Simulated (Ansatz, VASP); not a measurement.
# Cross-check of Y between VASP and Ansatz, part 2 of 2

One calculation is typed for both programs; each brings its own data sets. How far apart do they land? The structure shown is the end of the Ansatz relaxation below.

VASP 6.6.1 and Ansatz 0.2.0.

So far: The starting structure; Ansatz: relaxation, LDA; VASP: single point, LDA, pair 1.

### Step 3. VASP: single point, LDA, pair 1 (continued)

Level of this step: LDA; plane waves and PAW (Y_sv) (VASP).

Numbers of over 12 decimals in the logs are rounded to 6 here.

OUTCAR, selected parts (step 3):

```text
ion  position               nearest neighbor table
   1  0.333  0.667  0.250-   2 3.49   2 3.49   2 3.49   2 3.49   2 3.49   2 3.49
   2  0.667  0.333  0.750-   1 3.49   1 3.49   1 3.49   1 3.49   1 3.49   1 3.49

  LATTYP: Found a hexagonal cell.
 ALAT       =     3.5129292229
 C/A-ratio  =     1.6142541910

 Subroutine GETGRP returns: Found 24 space group operations
 (whereof 12 operations were pure point group operations)

The static configuration has the point symmetry D_3d.
 The point group associated with its full space group is D_6h.

 Found    135 irreducible k-points:

   k-points           NKPTS =    135   k-points in BZ     NKDIM =    135   number of bands    NBANDS=     17

   dimension x,y,z NGX =    28 NGY =   28 NGZ =   42
   dimension x,y,z NGXF=    56 NGYF=   56 NGZF=   84

   ENCUT  =  500.0 eV  36.75 Ry    6.06 a.u.   6.40  6.40 10.34*2*pi/ulx,y,z

   NELECT =      22.0000    total number of electrons

 k-points in reciprocal lattice and weights: Automatic mesh
   0.00000000  0.00000000  0.00000000       0.001
   0.06666667  0.00000000  0.00000000       0.003
   0.13333333  0.00000000  0.00000000       0.003
   0.20000000 -0.00000000  0.00000000       0.003
   0.26666667  0.00000000  0.00000000       0.003
   0.33333333  0.00000000  0.00000000       0.003
   0.40000000  0.00000000  0.00000000       0.003
   0.46666667 -0.00000000  0.00000000       0.003
   0.06666667  0.06666667  0.00000000       0.003
[...]
0.33333333  0.26666667  0.50000000       0.007
   0.33333333  0.33333333  0.50000000       0.001

 average (electrostatic) potential at core
       1 -37.0744       2 -37.0744

 E-fermi :   3.2489

 k-point     1 :       0.0000    0.0000    0.0000
  band No.  band energies     occupation
    ...
      6     -18.7876      2.00000
      7     -18.7876      2.00000
      8     -18.7711      2.00000
      9      -1.5649      2.00000
     10       1.1909      2.00000
     11       4.2763     -0.00000
     12       5.0434     -0.00000
     13       5.0434     -0.00000
     14       5.1111     -0.00000
     15       5.6489     -0.00000
    ...

 k-point     2 :       0.0667    0.0000    0.0000
  band No.  band energies     occupation
    ...
      6     -18.8126      2.00000
      7     -18.7909      2.00000
      8     -18.7751      2.00000
      9      -1.4580      2.00000
     10       1.2951      2.00000
     11       4.1551     -0.00000
     12       4.7246     -0.00000
     13       5.1432     -0.00000
     14       5.3517     -0.00000
     15       5.5334     -0.00000
    ...

 k-point     3 :       0.1333    0.0000    0.0000
  band No.  band energies     occupation
    ...
      6     -18.8820      2.00000
      7     -18.8007      2.00000
      8     -18.7875      2.00000
      9      -1.1481      2.00000
     10       1.5854      2.00000
     11       3.8386     -0.00025
     12       4.2911     -0.00000
     13       5.2069     -0.00000
     14       5.4392     -0.00000
     15       5.6687     -0.00000
    ...

  Total       -0.0573392     -0.0573392     -0.8020486     -0.0000000     -0.0000000      0.0000000
  in kB       -1.5158323     -1.5158323    -21.2031557     -0.0000000     -0.0000000      0.0000000
  external PRESSURE =      -8.0782734 kB  Pullay stress =       0.0000000 kB

  energy-cutoff  :      500.00
  volume of cell :       60.61
      direct lattice vectors                 reciprocal lattice vectors
     3.512929223  0.000000000  0.000000000     0.284662723  0.164350100  0.000000000
    -1.756464611  3.042285949  0.000000000     0.000000000  0.328700200  0.000000000
     0.000000000  0.000000000  5.670760721     0.000000000  0.000000000  0.176343184

 POSITION                                       TOTAL-FORCE (eV/Angst)
 -----------------------------------------------------------------------------------
     -0.00000      2.02819      1.41769        -0.000000      0.000000      0.000000
      1.75646      1.01410      4.25307         0.000000     -0.000000      0.000000
 -----------------------------------------------------------------------------------
    total drift:                               -0.000000      0.000000     -0.000000

  FREE ENERGIE OF THE ION-ELECTRON SYSTEM (eV)
  ---------------------------------------------------
  free  energy   TOTEN  =       -13.8817162490 eV

  energy  without entropy=      -13.8774248248  energy(sigma->0) =      -13.88028577

 total charge
# of ion       s       p       d       f       tot
--------------------------------------------------
    1        2.301   6.241   1.017   0.008   9.567
    2        2.301   6.241   1.017   0.008   9.567
--------------------------------------------------
tot          4.603  12.482   2.033   0.017  19.135

[... 3 further parts left out ...]
```

The run ends at a pressure of -0.81 GPa.

### Step 4. Differences

Known differences besides the potentials themselves: the two LDA forms differ slightly; the cutoff is 420 eV in Ansatz and 500 eV in VASP; VASP's log shows a relativistic correction to its local exchange, Ansatz's none; Ansatz's pressure holds a Pulay correction, VASP's none. Total energies have different zeros and are not compared.

The two programs side by side:

| quantity | Ansatz | VASP | difference |
| --- | --- | --- | --- |
| pressure (GPa) | -0.67 | -0.81 | +0.14 |

### Step 5. Ansatz: relaxation, LDA

This run makes the geometry at which the two programs are then compared. The cell compared in this pair holds 60.85 Å³, against 60.61 Å³ for the pair before.

The structure compared here is the end of the Ansatz relaxation.

input.yaml

```yaml
crystal:
  lattice:
    - [3.5129292229, 0.0, 0.0]
    - [-1.7564646114, 3.0422859487, 0.0]
    - [0.0, 0.0, 5.7258166499]
  atoms:
    - { symbol: "Y", position: [0.3333333331, 0.6666666669, 0.25] }
    - { symbol: "Y", position: [0.6666666669, 0.3333333331, 0.75] }
kpoints:
  mp_grid: { grid: [15, 15, 8] }
hamiltonian:
  xc: lda
  pseudopotentials: { kind: paw, azcp: { folder: soft_1 }, xc_functional: pbe }
scf:
  occupations: { method: methfessel_paxton, width: 0.2 }
output:
  forces: true
  stress: true
  eigenvalues: true
relax:
  adjacent_minimum: "off"
  f_tol: 0.001
  max_steps: 60
  cell: { stress_tol: 0.01, fix: [c, angles] }
```

Run with:

```
$ ansatz run input.yaml --threads 4 --pin off --max-ram 10240MiB --backend cpu --events-out ev --progress --plain --runs-dir out
```

Output:

```text
[...]
Crystal: 2 atoms, lattice volume = 61.194 Å³
Basis set: ecut = 420 eV, 1177 PW (Γ)
Bands: 15, of which v1, the nominal top of the filled ones, is band 11 counted from 1 (10 counted from 0)
Symmetry: 8 space group operations
k-points: 320 of 1800
[...]
k-point 319: bands = [... 7 lower, -12.1972, 8.2332, 8.2332, 9.9717, 9.9717, 11.6399, 11.6399, 13.0591]
--- Relaxed structure (3 steps of the walk, 3 accepted, 1 SCFs on fresh bases) ---
[...]
cell:  # Å, volume = 60.8530 Å³
    - [3.503136, -2.8786987212929532e-11, 0.0]
    - [-1.751568, 3.033805, 0.0]
    - [0.0, 0.0, 5.7258166499]
  atoms:
    - { symbol: Y, position: [0.333333, 0.666667, 0.25] }
    - { symbol: Y, position: [0.666667, 0.333333, 0.75] }
[key lines of the parts left out:]
SCF converged after 5 iterations
Free energy (F): -7491.131740 eV
Fermi energy:    10.036107 eV
P = ⅓ Tr σ = -0.8716 GPa (-8.716 kbar)
```

### Step 6. VASP: single point, LDA, pair 2

The same cell, functional (in two slightly different forms), mesh and smearing now go to VASP, with its own data sets.

INCAR

```
SYSTEM = Y
PREC = Accurate
ENCUT = 500
EDIFF = 1E-06
NELM = 120
ISMEAR = 1
SIGMA = 0.2
LREAL = .FALSE.
ALGO = Normal
GGA = CA
NBANDS = 17
LASPH = .TRUE.
LORBIT = 11
LWAVE = .FALSE.
LCHARG = .FALSE.
ISIF = 2
GGA_COMPAT = .FALSE.
KPAR = 2
```

POSCAR

```
Y
1.0
    3.5031358204      0.0000000000      0.0000000000
   -1.7515679102      3.0338046134      0.0000000000
    0.0000000000      0.0000000000      5.7258166499
Y
2
Direct
    0.3333333322      0.6666666678      0.2500000000
    0.6666666678      0.3333333322      0.7500000000
```

KPOINTS

```
Automatic mesh
0
Gamma
15 15 8
0 0 0
```

PAW data sets: Y_sv (LDA family, release 64).

Run with:

```
$ mpirun -np 2 vasp_std
```

Output:

```text
[... set-up lines as in an earlier step ...]
 entering main loop
       N       E                     dE             d eps       ncg     rms          rms(c)
DAV:   1     0.867472832576E+02    0.86747E+02   -0.11280E+04  4590   0.121E+03
DAV:   2    -0.701312299888E+01   -0.93760E+02   -0.92533E+02  5737   0.263E+02
DAV:   3    -0.141054207808E+02   -0.70923E+01   -0.70286E+01  8342   0.442E+01
DAV:   4    -0.142523480260E+02   -0.14693E+00   -0.14685E+00  5522   0.685E+00
[...]
DAV:  11    -0.138731665114E+02   -0.22183E-05   -0.25526E-05  6674   0.353E-02    0.633E-02
DAV:  12    -0.138731653182E+02    0.11932E-05   -0.67434E-06  5408   0.207E-02    0.164E-02
DAV:  13    -0.138731651175E+02    0.20065E-06   -0.39204E-07  3153   0.554E-03
   1 F= -.13873165E+02 E0= -.13871556E+02  d E =-.482645E-02
```

OUTCAR, selected parts (step 6):

```text
  Total       -0.0594252     -0.0594252     -1.0385530      0.0000000      0.0000000      0.0000000
  in kB       -1.5645845     -1.5645845    -27.3436954      0.0000000      0.0000000      0.0000000
  external PRESSURE =     -10.1576215 kB  Pullay stress =       0.0000000 kB

 POSITION                                       TOTAL-FORCE (eV/Angst)
 -----------------------------------------------------------------------------------
     -0.00000      2.02254      1.43145        -0.000000      0.000000      0.000000
      1.75157      1.01127      4.29436         0.000000      0.000000      0.000000
 -----------------------------------------------------------------------------------
    total drift:                               -0.000001      0.000001     -0.000000

  FREE ENERGIE OF THE ION-ELECTRON SYSTEM (eV)
  ---------------------------------------------------
  free  energy   TOTEN  =       -13.8731651175 eV

  energy  without entropy=      -13.8683386652  energy(sigma->0) =      -13.87155630

[... 1 part as in an earlier step ...]

[... 2 further parts left out ...]
[key lines of the parts left out:]
E-fermi :   3.2312
```

The run ends at a pressure of -1.02 GPa.

### Step 7. Side by side

Compared:

| quantity | Ansatz | VASP | difference |
| --- | --- | --- | --- |
| pressure (GPa) | -0.87 | -1.02 | +0.14 |

### Step 8. What came out

```
difference in pressure (single point, LDA, pair 1) : 0.14 GPa
difference in pressure (single point, LDA, pair 2) : 0.14 GPa
```

**Reading.** The difference in pressure is 0.14 GPa (single point, LDA, pair 2), within the 1 GPa picked in this series as the mark of a large difference. How closely two codes agree says nothing of how well the functional describes the real material.

[Lines on the potential files, build, host, timing and source positions are cut from VASP's logs without a mark.]

[Logs are printed without paths, hosts, clocks, repeated set-up lines and the standing remarks that a program may print on its own settings, such as how far it seeks lower states.]

[Hosts, paths, dates, database ids (printed as entryN), source tags and the programs' standing remarks are cut or masked in the printed files.]
